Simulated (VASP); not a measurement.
Data:

```
CELL_PARAMETERS angstrom
      0.00000     3.39694     3.27833
      3.38823     0.00000     3.27833
      3.38823     3.39694     0.00000
ATOMIC_POSITIONS crystal
  Sr 0.00000 0.00000 0.00000
  Te 0.49602 0.50398 0.50398
```

Calculation: PBE GGA with D3 dispersion (Becke-Johnson damping), VASP's PBE PAW potentials (set 64) (plane waves; VASP 6.6.1). Numerical set-up: 400 eV cut-off, 6×6×6 Γ-centred mesh, Gaussian smearing of 0.050 eV, potentials Sr_sv Te.

### Question
Which forces act on the atoms, in eV/Å?

### Answer

```csv
atom,Fx,Fy,Fz
Sr1,0.054,0.000,0.000
Te2,-0.054,0.000,0.000
```

### Question
Give the stress tensor in GPa (positive for a compressed cell).

### Answer

```
-1.87   0.00   0.00
 0.00  -2.05   0.00
 0.00   0.00   0.47
```
The pressure is its mean diagonal, -1.15 GPa.

The compound is SrTe in the rock salt structure. The cell was not relaxed at this level, atoms are displaced from their ideal sites. The run is one of a series of settings (IVDW = 12 against the base run), some of them coarse on purpose.
